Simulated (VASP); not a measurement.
AuZn (CsCl type) is relaxed at rising pressure, each step from the one before. Symmetry mostly holds the structure type, and other phases were not tried. The mesh follows the cell, and a change of mesh leaves a small step in the series.

Given:

```cif
data_AuZn
_chemical_formula_sum 'Zn1 Au1'
_space_group_name_H-M_alt 'P 1'
_space_group_IT_number 1
_cell_length_a 3.10042
_cell_length_b 3.10042
_cell_length_c 3.10042
_cell_angle_alpha 90.000
_cell_angle_beta 90.000
_cell_angle_gamma 90.000
loop_
_space_group_symop_operation_xyz
  'x, y, z'
loop_
_atom_site_label
_atom_site_type_symbol
_atom_site_fract_x
_atom_site_fract_y
_atom_site_fract_z
_atom_site_occupancy
Zn1 Zn 0.50000 0.50000 0.50000 1
Au1 Au 0.00000 0.00000 0.00000 1
```

Computed with LDA (Ceperley-Alder, Perdew-Zunger), VASP's LDA PAW potentials (set 64) (plane waves; VASP). Settings: 500 eV cut-off, 12×12×12 Γ-centred mesh, first-order Methfessel-Paxton smearing of 0.10 eV, potentials Zn Au.

Unless said otherwise, spin-orbit coupling is left out, though it shifts the bands of the heavy elements here.

| P (GPa) | V (Å³/atom) | H − H(0) (eV/atom) | space group | gap on the mesh (eV) | k-mesh |
|---|---|---|---|---|---|
| 0 | 14.90 | 0.000 | Pm-3m | 0.00 | 12×12×12 |
| 5 | (withheld) | (withheld) | Pm-3m | 0.00 | 12×12×12 |
| 10 | 14.12 | 0.904 | Pm-3m | 0.00 | 12×12×12 |
| 20 | 13.53 | 1.766 | Pm-3m | 0.00 | 12×12×12 |
| 30 | 13.05 | 2.595 | Pm-3m | 0.00 | 12×12×12 |
| 45 | (withheld) | (withheld) | Pm-3m | 0.00 | 12×12×12 |

Complete the blanks.

- 45, V (Å³/atom): 12.48
- 45, H − H(0) (eV/atom): 3.790
- 5, V (Å³/atom): 14.45
- 5, H − H(0) (eV/atom): 0.458

Pressures at which the relaxation failed are left out.

The compound is AuZn in the CsCl type structure. The electron count is odd and the run is not spin-polarised, which forces a metal.
